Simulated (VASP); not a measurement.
Input:

```xyz
28
Lattice="3.8456 0.0000 0.0000 -1.9228 3.3303 0.0000 0.0000 0.0000 44.0317" Properties=species:S:1:pos:R:3 pbc="T T T"
Zn     1.9228     1.1101     3.1483
Zn     0.0000     2.2202    25.1641
Zn     0.0000     0.0000    28.3080
Zn     0.0000     0.0000     6.2921
Zn     0.0000     2.2202    34.5957
Zn     1.9228     1.1101    12.5799
Zn     0.0000     0.0000    15.7281
Zn     0.0000     0.0000    37.7440
Zn     1.9228     1.1101    40.8878
Zn     0.0000     2.2202    18.8720
Zn     0.0000     2.2202     9.4360
Zn     1.9228     1.1101    31.4518
Zn     0.0000     2.2202     0.0000
Zn     1.9228     1.1101    22.0158
S      0.0000     2.2202    21.2233
S      1.9228     1.1101    43.2391
S      0.0000     2.2202     2.3601
S      1.9228     1.1101    24.3759
S      1.9228     1.1101    14.9400
S      0.0000     2.2202    36.9558
S      0.0000     0.0000    18.0838
S      0.0000     0.0000    40.0997
S      1.9228     1.1101    33.8075
S      0.0000     2.2202    11.7917
S      0.0000     0.0000     8.6478
S      0.0000     0.0000    30.6637
S      1.9228     1.1101     5.5040
S      0.0000     2.2202    27.5198
```

Method: PBE GGA, VASP's PBE PAW potentials (set 64) (plane waves; VASP). Numerical set-up: LREAL = Auto, 300 eV cut-off, 7×7×1 Γ-centred mesh, Fermi-Dirac smearing of 0.020 eV, potentials Zn S.

Problem. What does the run give for the energy per atom (σ→0), band gap (on the k-mesh) with the smallest direct gap where there is one?

Solution. 
```
Quantity                                              Value
-----------------------------------  ----------------------
band gap (on the k-mesh)                            2.02 eV
smallest direct gap (on the k-mesh)                 2.02 eV
energy per atom (σ→0)                -330.4 kJ/mol of atoms
```

The absolute energy has meaning only against runs of the same code, potentials and settings.

The structure comes from a computed database's ZnS entry; how it stands against other phases isn't given here. The cell was not relaxed at this level.
